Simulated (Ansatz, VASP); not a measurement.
# WC (Qusongite) in two plane-wave programs, part 2 of 2

Aim: how closely do two programs agree when they are given the same cell, functional and k mesh? The cell is taken from a series of runs on this material, whose earlier steps may have relaxed, scaled, displaced or heated it; both programs get it as it stands.

VASP 6.6.1 and Ansatz 0.2.0.

So far: The structure; VASP: zone-centre phonons, PBEsol.

## (3) Ansatz: zone-centre phonons, PBEsol

Level of this step: Ansatz beside VASP: Kohn-Sham DFT, plane waves, PBEsol (Ansatz).

Ansatz runs on its PAW soft_1 files.

The same cell, functional, mesh and smearing now go to Ansatz, which takes its cutoff from its data sets.

input.yaml

```yaml
crystal:
  lattice:
    - [2.92758161, 0.0, 0.0]
    - [-1.463790805, 2.5353600459, 0.0]
    - [0.0, 0.0, 2.8174646549]
  atoms:
    - { symbol: C, position: [0.6666666667, 0.3333333333, 0.5] }
    - { symbol: W, position: [0.0, 0.0, 0.0] }
kpoints:
  mp_grid: { grid: [18, 18, 16] }
hamiltonian:
  xc: pbesol
  pseudopotentials: { kind: paw, azcp: { folder: soft_1 }, xc_functional: pbe }
scf:
  occupations: { method: methfessel_paxton, width: 0.2 }
output:
  eigenvalues: true
phonons:
  method: dfpt
```

Launch:

```console
$ ansatz run input.yaml --threads 4 --pin off --max-ram 10240MiB --backend cpu --events-out ev --progress --plain --runs-dir out
```

Numbers of over 12 decimals in the logs are rounded to 6 here.

The log of the run:

```text
zone centre: on kpoints.mp_grid the ground state, and the responses unless they are solved on pairs of k-points, stand on 819 of the mesh's 5184 k-points, reduced under 4 symmetry operations, with k and −k counted as one. Each operation leaves every solved displacement unchanged or reverses it
Engine: ansatz 0.2.0, x86_64-unknown-linux-gnu
Pseudopotentials: kind: paw
Pseudopotential: C, paw, valence charge 4, recommended cutoff 420 eV (normal), soft_1/C.paw.azcp
Pseudopotential: W, paw, valence charge 14, recommended cutoff 420 eV (normal), soft_1/W.paw.azcp
Functional definition: PBEsol
  exchange = pbesol_x
  correlation = pbesol_c
Crystal: 2 atoms, lattice volume = 20.913 Å³
Basis set: ecut = 420 eV, 405 PW (Γ), exchange–correlation on 40×40×40 points (8 copies of the dense FFT grid, shifted against one another)
Bands: 13, of which v1, the nominal top of the filled ones, is band 9 counted from 1 (8 counted from 0)
Symmetry: 12 space group operations
k-points: 819 of 5184 (irreducible under 4 space group operations, time reversal used)
Non-local potential: C, projectors of the file, l = 0: 2, l = 1: 2, l = 2: 1
Non-local potential: W, projectors of the file, l = 0: 3, l = 1: 2, l = 2: 2, l = 3: 1
PAW form: soft (Blöchl's): semilocal exchange-correlation on the pseudo side does not see the compensation charge
PAW frozen core: C, regenerated for the run's functional, and the local potential with it (the file was generated under x = pbe(κ = 0.804, μ = 0.219515), c = pbe(β = 0.066725))
PAW frozen core: W, regenerated for the run's functional, and the local potential with it (the file was generated under x = pbe(κ = 0.804, μ = 0.219515), c = pbe(β = 0.066725))
PAW one-centre angular grid: C, 110 points (default); XC on 64 Gauss nodes
PAW one-centre angular grid: W, 590 points (default); XC on 64 Gauss nodes
Initial density: superposition of atomic densities (chi_scale 0.1, normalization cell, long waves kept (reshape's long-wave potential 0.00 eV rms))
Initial wavefunctions: pseudopotential atomic-orbital guess
Functional: x = pbesol(κ = 0.804, μ = 0.123457), c = pbesol(β = 0.046)
SCF iter   1: F=—  HF=-10505.931571 eV  |F-HF|=—  |Δ(HF+E_count)|=         —  Δρ=1.28e-1  dr2=4.70e0  ethr=3.10e-3  ⟨swp⟩=5.0  Hψ=53252  notcnv=0
preconditioner: auto → none  [metal: Δε(μ)=0.062 eV  Ē_g=10.731 eV  σ=0.200 eV  W_gap=0.26  n_scr=8 (ndim 8)  ℏωp=25.7 eV  f_vac=0.000  D(μ)=0.19/eV (n_scr^D=0)  sad-step TF]
SCF iter   2: F=—  HF=-10505.359020 eV  |F-HF|=—  |Δ(HF+E_count)|=   5.73e-1  S|Δr|=    0.00e0  Δρ=9.13e-2  dr2=2.44e0  ethr=3.10e-3  ⟨swp⟩=2.0  Hψ=20398  notcnv=0
SCF iter   3: F=—  HF=-10504.738179 eV  |F-HF|=—  |Δ(HF+E_count)|=   6.21e-1  S|Δr|=    0.00e0  Δρ=9.57e-3  dr2=2.26e-2  ethr=3.10e-3  ⟨swp⟩=2.2  Hψ=18220  notcnv=0
SCF iter   4: F=—  HF=-10504.735021 eV  |F-HF|=—  |Δ(HF+E_count)|=   3.16e-3  S|Δr|=    0.00e0  Δρ=9.58e-4  dr2=7.70e-5  ethr=1.26e-4  ⟨swp⟩=1.1  Hψ=17058  notcnv=0
SCF iter   5: F=—  HF=-10504.735093 eV  |F-HF|=—  |Δ(HF+E_count)|=   7.21e-5  S|Δr|=    0.00e0  Δρ=1.67e-4  dr2=2.55e-6  ethr=4.28e-7  ⟨swp⟩=2.1  Hψ=16718  notcnv=0
SCF iter   6: F=—  HF=-10504.735095 eV  |F-HF|=—  |Δ(HF+E_count)|=   1.81e-6  S|Δr|=    0.00e0  Δρ=2.11e-5  dr2=7.00e-8  ethr=1.42e-8  ⟨swp⟩=2.2  Hψ=15471  notcnv=0
SCF iter   7: F=—  HF=-10504.735094 eV  |F-HF|=—  |Δ(HF+E_count)|=   3.51e-7  S|Δr|=    0.00e0  Δρ=3.63e-6  dr2=1.68e-9  ethr=3.89e-10  ⟨swp⟩=2.0  Hψ=14843  notcnv=0
SCF iter   8: F=—  HF=-10504.735094 eV  |F-HF|=—  |Δ(HF+E_count)|=  3.69e-10  S|Δr|=    0.00e0  Δρ=7.46e-7  dr2=5.61e-11  ethr=9.32e-12  ⟨swp⟩=2.7  Hψ=17285  notcnv=0
SCF iter   9: F=-10504.735094 eV  HF=-10504.735094 eV  |F-HF|=3.64e-12  |Δ(HF+E_count)|=  1.82e-11  S|Δr|=    0.00e0  Δρ=1.10e-7  dr2=2.91e-12  ethr=1.00e-12  ⟨swp⟩=5.5  Hψ=40883  notcnv=0
SCF 1 converged in 9 iterations: F = -10504.735094 eV  dr2 = 2.91e-12
  greatest PAW one-centre occupation: 0.999 electrons in one spin orbital (limit 2), on the W atom at site 1 (counted from 0), in its partial waves of l = 0
DFPT response loops at Γ: preconditioner auto → Kerker (q_TF=auto, 2.661 Å⁻¹) (partly filled bands, converged f_vac=0.000); β = 1.00, the filter's whole step (`scf.mixing.beta` (0.50) is not read by the response loops under this deck's `scf.mixing.preconditioner`; to damp them name `kerker` or `kerker_dos`, under which they read `scf.mixing.beta`, and type it under 1.00, their step now; both keys bind the ground state too); Broyden in place of MSR1
SCF converged after 9 iterations
Stability not checked: this state was not tested for a lower state beside it, because cold or Methfessel-Paxton smearing, or corrected tetrahedra, fill the levels in a way that the test cannot read (fill_not_monotonic; see scf.lower_state_search)
Free energy (F): -10504.735094 eV
Harris-Foulkes:  -10504.735094 eV  (|F-HF|=3.64e-12)
Internal energy: -10504.734383 eV  (E = F + TS)
E sigma→0 (E₀):  -10504.734917 eV
Entropy (-TS):   -0.000711 eV (-0.355 meV/atom)
Fermi energy:    20.123920 eV
--- Per-component energies (eV) ---
  E_band       = -66.271366
  E_kinetic    = 508.473257
  E_local      = -610.523047  (includes V_loc(G=0)·N_el)
  E_nonlocal   = -0.163007
  E_hartree    = 248.832812
  E_xc         = -313.565364
  E_vxc        = -290.183999  (∫ρ·V_xc dr)
  E_paw        = -8546.826430  (= ΣΔE_a)
  E_vpaw       = -171.540407  (= ΣTr[D̂ρ^β])
  E_aug_tail   = 0.000165  (compensation charges beyond the density's cutoff)
  E_ewald      = -1791.205728
  E_core_change = 0.242958  (= ΣΔE_core)
  E_smearing   = -0.000711  (= −TS)
  E_closure    = 0.000000  (closes the sum)
  Σ components = -10504.735094   (vs F -10504.735094, Δ=0.00e0)
--- Band table (eV; the first three rows and the last of 819) ---
  k-point 0: bands = [... 5 lower, 15.8443, 16.7118, 16.7118, 20.3645, 23.3367, 23.3367, 25.7718, 25.7718]
  k-point 1: bands = [... 5 lower, 15.8101, 16.7563, 16.7563, 20.3329, 22.9770, 22.9770, 25.9950, 25.9950]
  k-point 2: bands = [... 5 lower, 15.6517, 16.8862, 16.8862, 20.3386, 22.2234, 22.2234, 26.3102, 26.3102]
  k-point 818: bands = [... 5 lower, 13.7567, 14.3654, 18.1500, 18.9016, 25.1748, 25.4863, 26.0131, 29.6512]
--- Phonons (Γ-DFPT): 4 representative perturbations + reference, on 819 of 5184 k-points (Σ response iterations 12) ---
  k mesh reduced under 4 symmetry operations, with k and −k counted as one. Each operation leaves every solved displacement unchanged or reverses it
  ASR residual: 9.432e-5 → 0.000e0 eV/Å²; symmetrization residual: 1.417e-6 eV/Å²
  ASR residual per site (eV/Å²): 2.27e-5 9.43e-5
  Γ frequencies (cm⁻¹): 0.00 0.00 0.00 579.93 603.88 603.88
  non-analytic LO–TO correction: not included (Born effective charges unavailable; polar crystals: no LO–TO splitting at Γ)
```

Reading the cycles: dr2 is the Hartree energy of the density residual (eV), the measure of convergence; HF is the Harris–Foulkes estimate of the energy, which meets the free energy F at convergence.

## (4) Comparison

Known differences besides the potentials themselves: the data sets hold 18 valence electrons in Ansatz (on its PAW soft_1 files) and 10 in VASP; the cutoff is 420 eV in Ansatz and 600 eV in VASP; Ansatz makes its cores anew for this functional, VASP keeps those of its PBE data sets. Total energies have different zeros and are not compared.

Both answers:

| quantity | Ansatz | VASP | difference |
| --- | --- | --- | --- |
| optical mode 1 (cm⁻¹) | 579.9 | 585.2 | -0.90 % |
| optical mode 2 to 3 (cm⁻¹) | 603.9 | 611.1 | -1.18 % |

Modes are paired by rising frequency, not by their patterns, so a pair may set unlike modes beside each other; they are those without the splitting of longitudinal modes.

## (5) Summary of results

```json
{"r.m.s. difference of the optical zone-centre modes, each program's sorted by frequency (zone-centre phonons, PBEsol)": "6.7 cm⁻¹", "difference in optical mode 2 to 3 (zone-centre phonons, PBEsol)": "-1.2 %"}
```

What this shows: The r.m.s. difference of the optical zone-centre modes, each program's sorted by frequency is 6.7 cm⁻¹ (zone-centre phonons, PBEsol). The data sets hold unlike numbers of valence electrons (18 in Ansatz and 10 in VASP), so part of the differences comes from the potentials. Among the rows given in per cent, the largest difference of the zone-centre phonons, PBEsol pair is in optical mode 2 to 3, -1.2 %. Such differences can come from data sets, numerical settings and the points named under the comparisons, not from the functional's error against experiment.

[Lines on the potential files, build, host, timing and source positions are cut from VASP's logs without a mark.]

[Logs are printed without paths, hosts, clocks, repeated set-up lines and the standing remarks that a program may print on its own settings, such as how far it seeks lower states.]

[Hosts, paths, dates, database ids (printed as entryN), source tags and the programs' standing remarks are cut or masked in the printed files.]
